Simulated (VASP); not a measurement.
A VASP calculation is set up with these files.

POSCAR:
```
WSe2
1.0
  6.1513974793   0.0000000000   0.0000000000
  0.0000000000   6.1513974793   0.0000000000
  0.0000000000   0.0000000000   6.1513974793
W Se
4 8
Cartesian
  0.0000000000   0.0000000000   0.0000000000
  3.0756987396   3.0756987396   0.0000000000
  0.0000000000   3.0756987396   3.0756987396
  3.0756987396   0.0000000000   3.0756987396
  2.2303591186   2.2303591186   2.2303591186
  5.3060578583   0.8453396210   3.9210383607
  3.9210383607   5.3060578583   0.8453396210
  0.8453396210   3.9210383607   5.3060578583
  3.9210383607   3.9210383607   3.9210383607
  0.8453396210   5.3060578583   2.2303591186
  2.2303591186   0.8453396210   5.3060578583
  5.3060578583   2.2303591186   0.8453396210
```

**KPOINTS**
```
K-points
0
G
5 5 5
```

INCAR:
```
SYSTEM = WSe2
PREC = Accurate; ENCUT = 400; LREAL = .FALSE.
LASPH = .TRUE.
EDIFF = 1E-6; NELM = 100; ALGO = Normal
LMAXMIX = 6; LMIXTAU = .TRUE.
ISMEAR = 1; SIGMA = 0.1
METAGGA = R2SCAN
IBRION = 2; NSW = 60; ISIF = 3
EDIFFG = -0.02
LWAVE = .FALSE.; LCHARG = .FALSE.
```

POTCAR, in this order: W_sv Se (PBE.64 set). Program: vasp_std.

### Question
Translate this r2SCAN calculation to Ansatz.

### Answer
One equivalent input (not run):
Ansatz 0.2 input:
```yaml
crystal:
  lattice:
    - [6.1513975, 0.0000000, 0.0000000]
    - [0.0000000, 6.1513975, 0.0000000]
    - [0.0000000, 0.0000000, 6.1513975]
  atoms:
    - { symbol: W, position: [0.0000000, 0.0000000, 0.0000000] }
    - { symbol: W, position: [0.5000000, 0.5000000, 0.0000000] }
    - { symbol: W, position: [0.0000000, 0.5000000, 0.5000000] }
    - { symbol: W, position: [0.5000000, 0.0000000, 0.5000000] }
    - { symbol: Se, position: [0.3625776, 0.3625776, 0.3625776] }
    - { symbol: Se, position: [0.8625776, 0.1374224, 0.6374224] }
    - { symbol: Se, position: [0.6374224, 0.8625776, 0.1374224] }
    - { symbol: Se, position: [0.1374224, 0.6374224, 0.8625776] }
    - { symbol: Se, position: [0.6374224, 0.6374224, 0.6374224] }
    - { symbol: Se, position: [0.1374224, 0.8625776, 0.3625776] }
    - { symbol: Se, position: [0.3625776, 0.1374224, 0.8625776] }
    - { symbol: Se, position: [0.8625776, 0.3625776, 0.1374224] }
kpoints:
  mp_grid: { grid: [5, 5, 5] }
hamiltonian:
  xc: r2scan
  pseudopotentials: { kind: paw }
scf:
  occupations: { method: methfessel_paxton, width: 0.1 }
  max_iter: 100
relax:
  max_steps: 60
  f_tol: 0.02
  cell: {}
output: { forces: true, stress: true, eigenvalues: true }
```
Limits of the translation: each code has its own PAW files, so the cut-off isn't converted (ENCUT is set for VASP's; basis.ecutwfc is left out, and Ansatz then takes the one that its files recommend); Ansatz stops its SCF on the density residual and VASP on the energy change (EDIFF).

The structure was generated: WSe2 was put into the pyrite type (Pa-3), which need not be its known phase. This run relaxes it. Symmetry was kept, so distortions that lower it aren't found. The start is the result of an earlier pass.
